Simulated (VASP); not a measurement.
Calculation: r2SCAN meta-GGA, VASP's PBE PAW potentials (set 64) (plane waves; VASP).

VASP input:

File POSCAR:
```
Te
1
    2.2823929778    -3.9532202727     0.0000000000
    2.2823929778     3.9532202727     0.0000000000
    0.0000000000     0.0000000000     5.8552350288
Te
3
Direct
  0.0000000000   0.2544466477   0.6666670000
  0.7455533523   0.7455533523   0.0000000000
  0.2544466477   0.0000000000   0.3333330000
```

**INCAR**
```
SYSTEM = Te
PREC = Accurate; ENCUT = 480; LREAL = F
LASPH = T
EDIFF = 1E-7; NELM = 100; ALGO = Normal
LMAXMIX = 4; LMIXTAU = T
ISMEAR = 0; SIGMA = 0.05
METAGGA = R2SCAN
ISIF = 2
LWAVE = F; LCHARG = F
```

**KPOINTS**
```
kpoints
0
Gamma
6 6 4
0 0 0
```

POTCAR, in this order: Te (PBE.64 set). Program: vasp_std.

Output

OUTCAR:
```
 ion  position               nearest neighbor table
   1  0.000  0.254  0.667-   2 2.80   3 2.80   2 3.58   2 3.58   3 3.58   3 3.58
   2  0.746  0.746  0.000-   3 2.80   1 2.80   1 3.58   3 3.58   3 3.58   1 3.58
   3  0.254  0.000  0.333-   2 2.80   1 2.80   2 3.58   2 3.58   1 3.58   1 3.58
  LATTYP: Found a hexagonal cell.
 ALAT       =     4.5647856718
 C/A-ratio  =     1.2826965930
 Subroutine PRICEL returns:
 Original cell was already a primitive cell.
 Subroutine GETGRP returns: Found  6 space group operations
The static configuration has the point symmetry C_2 .
 The point group associated with its full space group is D_3 .
The dynamic configuration has the point symmetry C_2 .
 Subroutine INISYM returns: Found  6 space group operations
 Subroutine IBZKPT returns following result:
 Found     24 irreducible k-points:

 Following reciprocal coordinates:
            Coordinates               Weight
  0.000000  0.000000  0.000000      1.000000
  0.166667 -0.000000  0.000000      6.000000
  0.333333 -0.000000  0.000000      6.000000
  0.500000 -0.000000  0.000000      3.000000
  0.166667  0.166667  0.000000      6.000000
  0.333333  0.166667  0.000000     12.000000
...
```

File OSZICAR:
```
       N       E                     dE             d eps       ncg     rms          rms(c)
DAV:   1     0.607589177072E+01    0.60759E+01   -0.64745E+03   624   0.106E+03
DAV:   2    -0.741575170057E+02   -0.80233E+02   -0.77378E+02   845   0.153E+02
DAV:   3    -0.792012508790E+02   -0.50437E+01   -0.50175E+01   734   0.446E+01
DAV:   4    -0.792748995515E+02   -0.73649E-01   -0.73624E-01   748   0.667E+00
DAV:   5    -0.792766374847E+02   -0.17379E-02   -0.17379E-02   765   0.101E+00    0.102E+01
DAV:   6    -0.770032047724E+02    0.22734E+01   -0.25208E-01   624   0.483E+00    0.766E+00
DAV:   7    -0.748934693047E+02    0.21097E+01   -0.12450E+00   634   0.714E+00    0.506E+00
DAV:   8    -0.761712124109E+02   -0.12777E+01   -0.60522E-01   624   0.608E+00    0.450E-01
DAV:   9    -0.760620169075E+02    0.10920E+00   -0.10183E-01   624   0.287E+00    0.215E-01
DAV:  10    -0.762261316362E+02   -0.16411E+00   -0.47277E-02   634   0.189E+00    0.292E-01
DAV:  11    -0.762241340154E+02    0.19976E-02   -0.80986E-04   729   0.285E-01    0.287E-01
DAV:  12    -0.762237776649E+02    0.35635E-03   -0.19085E-05   761   0.382E-02    0.288E-01
DAV:  13    -0.762286244478E+02   -0.48468E-02   -0.47017E-03   624   0.676E-01    0.107E-01
DAV:  14    -0.762283475474E+02    0.27690E-03   -0.14015E-03   659   0.411E-01    0.102E-01
DAV:  15    -0.762292521808E+02   -0.90463E-03   -0.32354E-04   624   0.186E-01    0.847E-02
DAV:  16    -0.762290953796E+02    0.15680E-03   -0.63821E-05   634   0.995E-02    0.403E-02
DAV:  17    -0.762295436590E+02   -0.44828E-03   -0.69233E-04   624   0.284E-01    0.858E-02
DAV:  18    -0.762295896425E+02   -0.45983E-04   -0.41563E-05   634   0.663E-02    0.794E-02
DAV:  19    -0.762295863434E+02    0.32991E-05   -0.80886E-06   644   0.280E-02    0.892E-03
DAV:  20    -0.762295875685E+02   -0.12251E-05   -0.89617E-07   669   0.101E-02    0.757E-03
DAV:  21    -0.762295819948E+02    0.55737E-05   -0.32162E-06   624   0.200E-02    0.489E-03
DAV:  22    -0.762295891083E+02   -0.71135E-05   -0.25282E-06   624   0.181E-02    0.454E-03
DAV:  23    -0.762295890093E+02    0.98966E-07   -0.12355E-07   452   0.391E-03
   1 F= -.76229589E+02 E0= -.76229589E+02  d E =-.133168E-14
```

### OUTCAR
```
------------------------ aborting loop because EDIFF is reached ----------------------------------------
  FORCE on cell =-STRESS in cart. coord.  units (eV):
  Direction    XX          YY          ZZ          XY          YZ          ZX
  --------------------------------------------------------------------------------------
  Total        0.8079595      0.8079594      1.2497603      0.0000000      0.0000000      0.0000000
  in kB       12.2513636     12.2513616     18.9505378      0.0000000      0.0000000      0.0000000
  external PRESSURE =      14.4844210 kB  Pullay stress =       0.0000000 kB
  volume of cell :      105.66
      direct lattice vectors                 reciprocal lattice vectors
     2.282392978 -3.953220273  0.000000000     0.219068322 -0.126479165  0.000000000
     2.282392978  3.953220273  0.000000000     0.219068322  0.126479165  0.000000000
     0.000000000  0.000000000  5.855235029     0.000000000  0.000000000  0.170787337
 POSITION                                       TOTAL-FORCE (eV/Angst)
 -----------------------------------------------------------------------------------
      0.58075      1.00588      3.90349         0.107738      0.186608     -0.000000
      3.40329      0.00000      0.00000        -0.215477     -0.000000     -0.000000
      0.58075     -1.00588      1.95174         0.107738     -0.186608      0.000000
 -----------------------------------------------------------------------------------
    total drift:                               -0.000176     -0.000396      0.000013
  FREE ENERGIE OF THE ION-ELECTRON SYSTEM (eV)
  ---------------------------------------------------
  free  energy   TOTEN  =       -76.2295890093 eV

  energy  without entropy=      -76.2295890093  energy(sigma->0) =      -76.22958901
```
(Selected blocks of OUTCAR.)

The compound is Te in the trig structure. This cell was strained or had an atom moved on purpose.
